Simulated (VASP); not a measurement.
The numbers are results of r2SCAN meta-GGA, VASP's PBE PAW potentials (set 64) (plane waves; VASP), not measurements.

VASP input:

KPOINTS:
```
kpoints
0
Gamma
  8 8 8
```

**INCAR**
```
ALGO = Normal
EDIFF = 1E-7
ENCUT = 480
ISIF = 2
ISMEAR = 0
LASPH = .True.
LCHARG = .False.
LMIXTAU = .True.
LREAL = .False.
LWAVE = .False.
METAGGA = R2SCAN
NELM = 100
PREC = Accurate
SIGMA = 0.05
SYSTEM = NaCl
```

**POSCAR**
```
NaCl
1
    0.0000000000     2.7909203104     2.7909203104
    2.8746479197     0.0000000000     2.7909203104
    2.8746479197     2.7909203104     0.0000000000
Na Cl
1 1
Direct
  0.0000000000   0.0000000000   0.0000000000
  0.5000000000   0.5000000000   0.5000000000
```

POTCAR, in this order: Na_pv Cl (PBE.64 set). Program: vasp_std.

Task: Estimate the energy per atom (σ→0), band gap (on the k-mesh).

Result: 
```
Property                           Value
------------------------  --------------
energy per atom (σ→0)     -6.892 eV/atom
band gap (on the k-mesh)         5.91 eV
```

OSZICAR:
```
...
DAV:  17    -0.137841669993E+02    0.51367E-05   -0.81628E-07  1517   0.110E-02    0.195E-03
DAV:  18    -0.137841684559E+02   -0.14565E-05   -0.27856E-07  1400   0.666E-03    0.772E-04
DAV:  19    -0.137841665583E+02    0.18976E-05   -0.33958E-08  1287   0.289E-03    0.602E-04
DAV:  20    -0.137841660126E+02    0.54561E-06   -0.18704E-08   766   0.212E-03    0.195E-04
DAV:  21    -0.137841658601E+02    0.15255E-06   -0.28169E-09   718   0.801E-04    0.855E-05
DAV:  22    -0.137841661681E+02   -0.30801E-06   -0.17146E-09   706   0.584E-04    0.102E-05
DAV:  23    -0.137841661040E+02    0.64133E-07   -0.46781E-10   700   0.375E-04
   1 F= -.13784166E+02 E0= -.13784166E+02  d E =-.129904E-18
```

The compound is NaCl in the rock salt structure. This cell was strained or had an atom moved on purpose.
